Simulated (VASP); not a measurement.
```
NaH
1.0
    0.00000     2.37757     2.37757
    2.37757     0.00000     2.37757
    2.37757     2.37757     0.00000
Na H
1 1
Cartesian
  0.00000   0.00000   0.00000
  2.37757   2.37757   2.37757
```

All values below come from PBEsol GGA, VASP's PBE PAW potentials (set 64) (plane waves; VASP). Settings: 400 eV cut-off, 9×9×9 Γ-centred mesh, Gaussian smearing of 0.050 eV, potentials Na_pv H.

**Question.** What does the run give for the energy per atom (σ→0)?

**Answer.** 
The energy per atom (σ→0) comes out as -2.541 eV/atom.

The absolute energy has meaning only against runs of the same code, potentials and settings.

The structure was generated: NaH was put into the rock salt type (Fm-3m), which need not be its known phase. It was relaxed first, which changed the volume by +40 %. The start is the result of an earlier pass.
